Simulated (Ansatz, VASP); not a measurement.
# Ge3H4 (Ge wire along [110], 6 atoms a period, H-terminated): VASP beside Ansatz, part 2 of 2

Aim: how closely do two programs agree when they are given the same cell, functional and k mesh? The cell is taken from a series of runs on this material, whose earlier steps may have relaxed, scaled, displaced or heated it; both programs get it as it stands.

VASP 6.6.1 and Ansatz 0.2.0.

So far: Set-up; VASP: single point, PBE; Ansatz: single point, PBE; Differences.

## Step 5: VASP: single point, r2SCAN

Level of this step: r2SCAN; plane waves and PAW (H, Ge_d) (VASP).

A single point gives forces, pressure and levels at one fixed geometry, so differences don't come from the geometry; what else differs is listed under the comparison.

Input file INCAR:

```
SYSTEM = Ge3H4
PREC = Accurate
ENCUT = 450
EDIFF = 1E-06
NELM = 120
ISMEAR = -1
SIGMA = 0.05
LREAL = .FALSE.
ALGO = Normal
METAGGA = R2SCAN
LASPH = .TRUE.
NBANDS = 60
LORBIT = 11
LWAVE = .FALSE.
LCHARG = .FALSE.
ISIF = 2
GGA_COMPAT = .FALSE.
EFERMI = MIDGAP
LMIXTAU = .TRUE.
KPAR = 4
```

Input file POSCAR:

```
Ge3H4
1.0
   12.9210000000      0.0000000000      0.0000000000
    0.0000000000     13.4200000000      0.0000000000
    0.0000000000      0.0000000000      4.2067090328
H Ge
8 6
Direct
    0.3779341520      0.7433354095      0.0000000000
    0.3779341520      0.2566947245      0.0000000000
    0.7337109360      0.5000150670      0.2074073170
    0.2663148240      0.5000150670      0.2925926830
    0.6220916080      0.7433354095      0.5000000000
    0.6220916080      0.2566947245      0.5000000000
    0.2663148240      0.5000150670      0.7074073170
    0.7337109360      0.5000150670      0.7925926830
    0.4478383850      0.3509687500      0.0000000000
    0.5521873750      0.6490613840      0.5000000000
    0.5521873750      0.3509687500      0.5000000000
    0.6620274750      0.5000150670      0.5000000000
    0.3379982850      0.5000150670      0.0000000000
    0.4478383850      0.6490613840      0.0000000000
```

Input file KPOINTS:

```
Automatic mesh
0
Gamma
1 1 15
0 0 0
```

Potentials, in the order of the species: H and Ge_d (PBE family, release 64).

Command:

```
mpirun -np 4 vasp_std
```

Numbers of over 12 decimals in the logs are rounded to 6 here.

Log:

```text
[banner, memory and clock lines left out]
running    4 mpi-ranks, on    1 nodes
[...]
|                                                                             |
|               ----> ADVICE to this user running VASP <----                  |
|                                                                             |
|     You enforced a specific xc type in the INCAR file but a different       |
|     [... a line on the potential file left out ...]
|     I HOPE YOU KNOW WHAT YOU ARE DOING!                                     |
|                                                                             |

 LDA part: xc-table for (None), standard interpolation
 POSCAR, INCAR and KPOINTS ok, starting setup
[...]
entering main loop
       N       E                     dE             d eps       ncg     rms          rms(c)
DAV:   1     0.666316375946E+03    0.66632E+03   -0.43124E+04  1188   0.182E+03
DAV:   2    -0.661664074731E+01   -0.67293E+03   -0.64652E+03  1200   0.435E+02
DAV:   3    -0.114165238549E+03   -0.10755E+03   -0.10703E+03  1304   0.173E+02
DAV:   4    -0.119610158653E+03   -0.54449E+01   -0.54324E+01  1152   0.469E+01
[...]
DAV:  30    -0.108662499139E+03    0.31410E-05   -0.45150E-06   756   0.113E-02    0.345E-04
DAV:  31    -0.108662501222E+03   -0.20834E-05   -0.13815E-06   720   0.686E-03    0.255E-04
DAV:  32    -0.108662501722E+03   -0.49918E-06   -0.15309E-06   720   0.704E-03
   1 F= -.10866250E+03 E0= -.10866250E+03  d E =-.342775E-11
```

From OUTCAR (step 5):

```text
  Total       -3.0076887     -3.0542150     -3.2441504      0.0000000      0.0000000      0.0000000
  in kB       -6.6062097     -6.7084020     -7.1255836      0.0000000      0.0000000      0.0000000
  external PRESSURE =      -6.8133985 kB  Pullay stress =       0.0000000 kB

 POSITION                                       TOTAL-FORCE (eV/Angst)
 -----------------------------------------------------------------------------------
      4.88329      9.97556      0.00000         0.128794     -0.186179      0.000000
      4.88329      3.44484      0.00000         0.128794      0.186179      0.000000
      9.48028      6.71020      0.87250        -0.156112      0.000000      0.226138
      3.44105      6.71020      1.23085         0.156112     -0.000000     -0.226138
      8.03805      9.97556      2.10335        -0.128794     -0.186179      0.000000
      8.03805      3.44484      2.10335        -0.128794      0.186179      0.000000
      3.44105      6.71020      2.97586         0.156112     -0.000000      0.226138
      9.48028      6.71020      3.33421        -0.156112      0.000000     -0.226138
      5.78652      4.71000      0.00000        -0.052324      0.015019     -0.000000
      7.13481      8.71040      2.10335         0.052324     -0.015019     -0.000000
      7.13481      4.71000      2.10335         0.052324      0.015019      0.000000
      8.55406      6.71020      2.10335         0.017151      0.000000     -0.000000
      4.36728      6.71020      0.00000        -0.017151      0.000000      0.000000
      5.78652      8.71040      0.00000        -0.052324     -0.015019      0.000000
 -----------------------------------------------------------------------------------
    total drift:                                0.000028      0.000015      0.000000

  FREE ENERGIE OF THE ION-ELECTRON SYSTEM (eV)
  ---------------------------------------------------
  free  energy   TOTEN  =      -108.6625017215 eV

  energy  without entropy=     -108.6625017215  energy(sigma->0) =     -108.66250172

[... 3 further parts left out ...]
[key lines of the parts left out:]
E-fermi :  -2.7023
```

The PAW data sets were made with PBE, which is usual practice but a small mismatch for other functionals.

## Step 6: Ansatz: single point, r2SCAN

The same cell, functional, mesh and smearing now go to Ansatz, which takes its cutoff from its data sets.

The cell is taken from a series of runs on this material, whose earlier steps may have relaxed, scaled, displaced or heated it; both programs get it as it stands.

Input file input.yaml:

```yaml
crystal:
  lattice:
    - [12.921, 0.0, 0.0]
    - [0.0, 13.42, 0.0]
    - [0.0, 0.0, 4.2067090328]
  atoms:
    - { symbol: H, position: [0.377934152, 0.743335409, 0.0] }
    - { symbol: H, position: [0.377934152, 0.256694724, 0.0] }
    - { symbol: Ge, position: [0.447838385, 0.35096875, 0.0] }
    - { symbol: H, position: [0.733710936, 0.500015067, 0.207407317] }
    - { symbol: H, position: [0.266314824, 0.500015067, 0.292592683] }
    - { symbol: Ge, position: [0.552187375, 0.649061384, 0.5] }
    - { symbol: Ge, position: [0.552187375, 0.35096875, 0.5] }
    - { symbol: H, position: [0.622091608, 0.743335409, 0.5] }
    - { symbol: H, position: [0.622091608, 0.256694724, 0.5] }
    - { symbol: Ge, position: [0.662027475, 0.500015067, 0.5] }
    - { symbol: H, position: [0.266314824, 0.500015067, 0.707407317] }
    - { symbol: H, position: [0.733710936, 0.500015067, 0.792592683] }
    - { symbol: Ge, position: [0.337998285, 0.500015067, 0.0] }
    - { symbol: Ge, position: [0.447838385, 0.649061384, 0.0] }
kpoints:
  mp_grid: { grid: [1, 1, 15] }
  band_path: { path: ["Γ", Z], npoints: 90 }
scf:
  occupations: { method: fermi_dirac, width: 0.05 }
hamiltonian:
  xc: r2scan
  pseudopotentials: { kind: paw, azcp: { folder: soft_1 } }
```

Command:

```
ansatz run input.yaml --threads 4 --pin off --max-ram 16384MiB --backend cpu --events-out ev --progress --plain --runs-dir out
```

Log:

```text
[...]
Crystal: 14 atoms, lattice volume = 729.443 Å³
Basis set: ecut = 500 eV, 18545 PW (Γ), exchange–correlation on 384×400×128 points (64 copies of the dense FFT grid, shifted against one another)
Bands: 60, of which v1, the nominal top of the filled ones, is band 46 counted from 1 (45 counted from 0)
Symmetry: 8 space group operations
[...]
k-points: 8 of 15
[...]
--- Band table (eV; the first three rows and the last of 8) ---
  k-point 0: bands = [... 42 lower, -4.1870, -4.0649, -3.5304, -3.3012, -0.7185, -0.6942, 0.8727, 1.1982, ... 10 higher]
  k-point 1: bands = [... 42 lower, -4.1564, -4.0704, -3.7697, -3.5564, -0.3666, -0.3578, 0.9538, 1.2191, ... 10 higher]
  k-point 2: bands = [... 42 lower, -4.1198, -4.0891, -4.0863, -4.0283, 0.3935, 0.4452, 1.0874, 1.3190, ... 10 higher]
  k-point 7: bands = [... 42 lower, -4.5666, -4.4100, -4.3207, -4.3088, 0.7605, 0.8836, 1.3071, 1.5397, ... 10 higher]
[key lines of the parts left out:]
SCF converged after 9 iterations
Free energy (F): -25942.912067 eV
Fermi energy:    -2.021328 eV
```

## Step 7: Side by side

What differs besides the data sets and the points named for the pairs above, as far as they apply: VASP keeps PBE cores, Ansatz makes them for the functional; the cutoff is 500 eV in Ansatz and 450 eV in VASP. Total energies have different zeros and are not compared.

Both answers:

```tsv
quantity	Ansatz	VASP	difference
gap on the k mesh (eV)	2.583	2.565	+0.017
```

A gap on the mesh is an upper bound, since the band edges may lie between its points.

## Step 8: Summary of results

```json
{"difference in gap on the k mesh (single point, PBE)": "-0.0028 eV", "difference in gap on the k mesh (single point, r2SCAN)": "0.017 eV"}
```

What this shows: The difference in gap on the k mesh is 0.017 eV (single point, r2SCAN), within the 0.08 eV picked in this series as the mark of a large difference. 2 further runs of this series are not shown here. How closely two codes agree says nothing of how well the functional describes the real material.

[Lines on the potential files, build, host, timing and source positions are cut from VASP's logs without a mark.]

[Logs are printed without paths, hosts, clocks, repeated set-up lines and the standing remarks that a program may print on its own settings, such as how far it seeks lower states.]

[Hosts, paths, dates, database ids (printed as entryN), source tags and the programs' standing remarks are cut or masked in the printed files.]
